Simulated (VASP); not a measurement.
Level of theory: RPBE GGA, VASP's PBE PAW potentials (set 64) (plane waves; VASP).

VASP input:

**POSCAR**
```
CdS
1
    0.0000000000     3.0076449250     3.0076449250
    3.0076449250     0.0000000000     3.0076449250
    3.0076449250     3.0076449250     0.0000000000
Cd S
1 1
Direct
  0.0000000000   0.0000000000   0.0000000000
  0.2500000000   0.2500000000   0.2500000000
```

INCAR:
```
ALGO = Normal
EDIFF = 1E-7
ENCUT = 520
GGA = RP
ISIF = 2
ISMEAR = -5
LASPH = .True.
LCHARG = .True.
LMAXMIX = 4
LORBIT = 11
LREAL = .False.
LWAVE = .False.
NEDOS = 601
NELM = 100
PREC = Accurate
SYSTEM = CdS
```

**KPOINTS**
```
K-points
0
Gamma
 9 9 9
```

POTCAR, in this order: Cd S (PBE.64 set). Program: vasp_std.

The resulting files:

### OSZICAR
```
       N       E                     dE             d eps       ncg     rms          rms(c)
DAV:   1     0.106845584510E+03    0.10685E+03   -0.90865E+03   934   0.125E+03
DAV:   2    -0.128630223255E+01   -0.10813E+03   -0.10364E+03  1060   0.289E+02
DAV:   3    -0.605372333660E+01   -0.47674E+01   -0.47549E+01  1065   0.629E+01
DAV:   4    -0.609125800020E+01   -0.37535E-01   -0.37525E-01  1055   0.554E+00
DAV:   5    -0.609182946087E+01   -0.57146E-03   -0.57146E-03  1055   0.666E-01    0.742E+00
DAV:   6    -0.553594452717E+01    0.55588E+00   -0.10908E+00  1217   0.129E+01    0.602E+00
DAV:   7    -0.552215769990E+01    0.13787E-01   -0.21586E-01   960   0.368E+00    0.311E+00
DAV:   8    -0.552675716773E+01   -0.45995E-02   -0.19958E-02   960   0.205E+00    0.304E-01
DAV:   9    -0.552722462187E+01   -0.46745E-03   -0.26428E-03  1075   0.763E-01    0.761E-02
DAV:  10    -0.552770896548E+01   -0.48434E-03   -0.49177E-04   935   0.197E-01    0.960E-02
DAV:  11    -0.552797840091E+01   -0.26944E-03   -0.58410E-04   910   0.187E-01    0.307E-02
DAV:  12    -0.552796515130E+01    0.13250E-04   -0.38525E-05  1060   0.889E-02    0.107E-02
DAV:  13    -0.552797031184E+01   -0.51605E-05   -0.10445E-05   935   0.212E-02    0.109E-02
DAV:  14    -0.552797075137E+01   -0.43953E-06   -0.17649E-06   945   0.882E-03    0.690E-03
DAV:  15    -0.552797072828E+01    0.23097E-07   -0.70272E-08   841   0.178E-03
   1 F= -.55279707E+01 E0= -.55279707E+01  d E =0.000000E+00
```

### OUTCAR
```
------------------------ aborting loop because EDIFF is reached ----------------------------------------
  FORCE on cell =-STRESS in cart. coord.  units (eV):
  Direction    XX          YY          ZZ          XY          YZ          ZX
  --------------------------------------------------------------------------------------
  Total        0.0165303      0.0165303      0.0165303     -0.0000000      0.0000000     -0.0000000
  in kB        0.4867242      0.4867242      0.4867242     -0.0000000      0.0000000     -0.0000000
  external PRESSURE =       0.4867242 kB  Pullay stress =       0.0000000 kB
  volume of cell :       54.41
      direct lattice vectors                 reciprocal lattice vectors
     0.000000000  3.007644925  3.007644925    -0.166243028  0.166243028  0.166243028
     3.007644925  0.000000000  3.007644925     0.166243028 -0.166243028  0.166243028
     3.007644925  3.007644925  0.000000000     0.166243028  0.166243028 -0.166243028
  FREE ENERGIE OF THE ION-ELECTRON SYSTEM (eV)
  ---------------------------------------------------
  free  energy   TOTEN  =        -5.5279707283 eV

  energy  without entropy=       -5.5279707283  energy(sigma->0) =       -5.52797073

 total charge

# of ion       s       p       d       tot
------------------------------------------
    1        0.406   0.273   9.571  10.249
    2        1.328   2.384   0.000   3.712
--------------------------------------------------
tot          1.733   2.657   9.571  13.961
```
(Selected blocks of OUTCAR.)

The compound is CdS in the zinc blende structure, a metastable form; wurtzite is the usual one. It was relaxed first, which changed the volume by +10 %.
